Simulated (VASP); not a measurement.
# ZnHgSe$_{2}$ (space group R3m): computed properties

All values below come from LDA (Ceperley-Alder, Perdew-Zunger), VASP's LDA PAW potentials (set 64) (plane waves; VASP).

```
Quantity                                                                                                     Value
----------------------------------  ------------------------------------------------------------------------------
space group                                                                                              R3m (160)
cell                                a = 4.1077 Å, b = 4.1077 Å, c = 20.2903 Å, α = 90.00°, β = 90.00°, γ = 120.00°
volume per atom                                                                                      24.71 Å³/atom
band gap (over mesh and band path)                                        none (metal, semimetal or under 0.01 eV)
density                                                                                                 7.12 g/cm³
```

HgZnSe₂ is taken in the trigonal space group R3m, hexagonal axes (No. 160), Pearson symbol hR4. Conventional cell: a = b = 4.1077 Å, c = 20.2903 Å, α = β = 90.00°, γ = 120.00°. Zn on 3a is surrounded by 4 Se at 2.405–2.471 Å (tetrahedral). Hg on 3a is surrounded by 4 Se at 2.599–2.602 Å (tetrahedral). Se1 on 3a sees 3 Zn at 2.471 Å and 1 Hg at 2.602 Å (tetrahedral). Se2 on 3a has 1 Zn at 2.405 Å and 3 Hg at 2.599 Å (tetrahedral). (Neighbours: up to the widest gap in distance over summed covalent radii, below 1.35, at either atom; cation-cation and far metal-metal contacts left out.)
(The calculation used a cell of 4 atoms; values per cell refer to that cell.)

Unless said otherwise, spin-orbit coupling is left out, though it shifts the bands of the heavy elements here.

The structure comes from a computed database's ZnHgSe2 entry (R3m); how it stands against other phases isn't given here. It was relaxed first, which changed the volume by -9 %. Symmetry was kept, so distortions that lower it aren't found.
